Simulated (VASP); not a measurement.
A convergence study with VASP on ZnO (wurtzite): one setting is varied, all else stays as given below, so the limit is that of these other settings.

```yaml
crystal:
  lattice:
    - [1.62500, -2.81458, 0.00000]
    - [1.62500, 2.81458, 0.00000]
    - [0.00000, 0.00000, 5.21000]
  atoms:
    - { symbol: Zn, position: [0.66667, 0.33333, 0.50000] }
    - { symbol: Zn, position: [0.33333, 0.66667, 0.00000] }
    - { symbol: O, position: [0.66667, 0.33333, 0.88200] }
    - { symbol: O, position: [0.33333, 0.66667, 0.38200] }
```

Calculation: PBE GGA, VASP's PBE PAW potentials (set 64) (plane waves; VASP). The tightest run used: 700 eV cut-off, 7×7×4 Γ-centred mesh, Gaussian smearing of 0.010 eV, potentials Zn O.

```json
[
 {"setting": "ENCUT = 300", "highest Γ mode (cm⁻¹)": "569.2", "plane waves": "573"},
 {"setting": "ENCUT = 400", "highest Γ mode (cm⁻¹)": "532.9", "plane waves": "878"},
 {"setting": "ENCUT = 500", "highest Γ mode (cm⁻¹)": "532.2", "plane waves": "1224"}
]
```

These are the cheaper rows. Estimate the results at ENCUT = 700, and how far the last row shown lies from them.

```json
[
 {"quantity": "highest Γ mode (cm⁻¹)", "tightest run": "531.2", "last row shown is off by": "1.0"}
]
```

Left out are rungs that failed or repeat a setting and relaxations that didn't move; long series are thinned to 24 rows.

The compound is ZnO in the wurtzite structure. The cell was not relaxed at this level.
